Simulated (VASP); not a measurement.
```xyz
12
Lattice="3.1485 0.0000 0.0000 -1.5743 2.7267 0.0000 0.0000 0.0000 15.4496" Properties=species:S:1:pos:R:3 pbc="T T T"
Al     0.0000     0.0000     0.0000
Al     0.0000     0.0000     7.7248
Al     1.5743     0.9089    12.8734
Al     0.0000     1.8178     5.1486
Al     1.5743     0.9089     2.5724
Al     0.0000     1.8178    10.2972
N      0.0000     0.0000    13.5123
N      0.0000     0.0000     5.7874
N      1.5743     0.9089    10.9360
N      0.0000     1.8178     3.2112
N      1.5743     0.9089     0.6412
N      0.0000     1.8178     8.3660
```

These are PBEsol GGA, VASP's PBE PAW potentials (set 64) (plane waves; VASP) values and carry that method's errors. Numerical set-up: 400 eV cut-off, 12×12×3 Γ-centred mesh, first-order Methfessel-Paxton smearing of 0.10 eV, potentials Al N.

At this cut-off the stress carries a Pulay error, which pulls relaxed volumes low.

Problem. What does the run give for the energy per atom (σ→0), pressure, band gap (on the k-mesh) with the smallest direct gap where there is one?

Solution. 
```yaml
band gap (on the k-mesh): 3.65 eV
smallest direct gap (on the k-mesh): 3.65 eV
energy per atom (σ→0): -7.795 eV/atom
pressure: -12.94 GPa
```

Only differences to runs with the same potentials and settings are physical.

The structure was generated: AlN was put into an ordered model structure, which need not be its known phase. The cell was not relaxed at this level.
